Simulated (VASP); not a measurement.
Given:

```
LiF
1.0
    0.00000     2.00957     2.00957
    2.00957     0.00000     2.00957
    2.00957     2.00957     0.00000
Li F
1 1
Direct
  0.00000   0.00000   0.00000
  0.50000   0.50000   0.50000
```

Level of theory: r2SCAN meta-GGA, VASP's PBE PAW potentials (set 64) (plane waves; VASP 6.6.1). Numerical set-up: 600 eV cut-off, 10×10×10 Γ-centred mesh, Gaussian smearing of 0.050 eV, potentials Li_sv F.

Task: Estimate the energy per atom (σ→0), pressure, band gap (on the k-mesh) with the smallest direct gap where there is one.

Result: 
```json
{
  "band gap (on the k-mesh)": "10.34 eV",
  "smallest direct gap (on the k-mesh)": "10.34 eV",
  "energy per atom (σ→0)": "-5.953 eV/atom",
  "pressure": "-2.82 GPa"
}
```

The compound is LiF in the rock salt structure. This cell was strained or had an atom moved on purpose.
